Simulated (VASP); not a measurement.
Data:

```
PbO
1.0
    4.05960     0.00000     0.00000
    0.00000     4.05960     0.00000
    0.00000     0.00000     5.12040
Pb O
2 2
Direct
  0.50000   0.00000   0.76500
  0.00000   0.50000   0.23500
  0.50000   0.50000   0.00000
  0.00000   0.00000   0.00000
```

All values below come from PBE GGA, VASP's PBE PAW potentials (set 64) (plane waves; VASP). Numerical set-up: 400 eV cut-off, 5×5×4 Γ-centred mesh, Gaussian smearing of 0.050 eV, potentials Pb_d O.

At this cut-off the stress carries a Pulay error, which pulls relaxed volumes low.

**Question.** What does the run give for the energy per atom (σ→0), pressure, largest force?

**Answer.** 
- energy per atom (σ→0): -5.380 eV/atom
- pressure: -2.57 GPa
- largest force: 0.306 eV/Å

Total energies compare only between runs with the same potentials, cut-off and functional.

The compound is PbO in the litharge structure. The cell was not relaxed at this level. The run is one of a series of settings (ENCUT = 400 against the base run), some of them coarse on purpose.
